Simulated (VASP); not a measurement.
Input:

```xyz
4
Lattice="3.7159 0.0000 0.0000 -1.8579 3.2181 0.0000 0.0000 0.0000 7.3758" Properties=species:S:1:pos:R:3 pbc="T T T"
N      0.0000     2.1454     2.3976
N      1.8579     1.0727     4.9783
N      1.8579     1.0727     6.1855
N      0.0000     2.1454     1.2904
```

Calculation: r2SCAN meta-GGA, VASP's PBE PAW potentials (set 64) (plane waves; VASP). Settings: 600 eV cut-off, 6×6×4 Γ-centred mesh, Gaussian smearing of 0.050 eV, potentials N.

Q: What does the run give for the energy per atom (σ→0), pressure, largest force, band gap (on the k-mesh) with the smallest direct gap where there is one?

A: 
* **band gap (on the k-mesh)**: 6.71 eV
* **smallest direct gap (on the k-mesh)**: 6.85 eV
* **energy per atom (σ→0)**: -8.958 eV/atom
* **pressure**: -7.91 GPa
* **largest force**: 11.023 eV/Å

Total energies compare only between runs with the same potentials, cut-off and functional.

The structure comes from a computed database's N entry (P6_3/mmc); how it stands against other phases isn't given here. This cell was strained or had an atom moved on purpose.
